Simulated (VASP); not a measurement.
```
CELL_PARAMETERS angstrom
     -1.46678     1.46678     1.46678
      1.46678    -1.46678     1.46678
      1.46678     1.46678    -1.46678
ATOMIC_POSITIONS crystal
  V  0.00000 0.00000 0.00000
```

Computed with PW91 GGA, VASP's PBE PAW potentials (set 64) (plane waves; VASP). Settings: 520 eV cut-off, 17×17×17 Γ-centred mesh, first-order Methfessel-Paxton smearing of 0.10 eV, potentials V_sv.

**Question.** Give the stress tensor in GPa (positive for a compressed cell).

**Answer.** 
```
12.93   0.00   0.00
 0.00  12.93   0.00
 0.00   0.00  12.93
```
The pressure is its mean diagonal, 12.93 GPa.

The compound is V in the bcc structure. This cell is one point of a volume scan, at 0.94 of the reference volume. The run is not spin-polarised, so no magnetic state was tried.
